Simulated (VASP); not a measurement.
Here is the system:

```yaml
crystal:
  lattice:
    - [0.00000, 2.71031, 2.71031]
    - [2.71031, 0.00000, 2.71031]
    - [2.71031, 2.71031, 0.00000]
  atoms:
    - { symbol: K, position: [0.00000, 0.00000, 0.00000] }
    - { symbol: F, position: [0.50000, 0.50000, 0.50000] }
```

Method: PBE GGA, VASP's PBE PAW potentials (set 64) (plane waves; VASP). Settings: 520 eV cut-off, Gaussian smearing of 0.050 eV, potentials K_sv F.

Give the energies of bands 6 to 10 at the high-symmetry points, in eV from the valence-band maximum.

| band | Γ | X | U | L | W |
|---|---|---|---|---|---|
| 6 | 0.00 | -0.23 | -0.32 | -0.75 | -0.37 |
| 7 | 0.00 | -0.07 | -0.21 | -0.31 | -0.17 |
| 8 | 0.00 | -0.07 | -0.18 | -0.31 | -0.17 |
| 9 | 5.95 | 8.16 | 8.85 | 8.89 | 9.58 |
| 10 | 10.56 | 10.07 | 10.50 | 10.29 | 9.58 |

The gap is direct, 5.95 eV, from the valence maximum at Γ to the conduction minimum at Γ.

Measured: gap 10.90 eV (computed value off by -4.95 eV), as given by David Koller et al., Journal of Physics Condensed Matter (2013), arXiv:1304.4470.

The compound is KF in the rock salt structure. It was relaxed first.
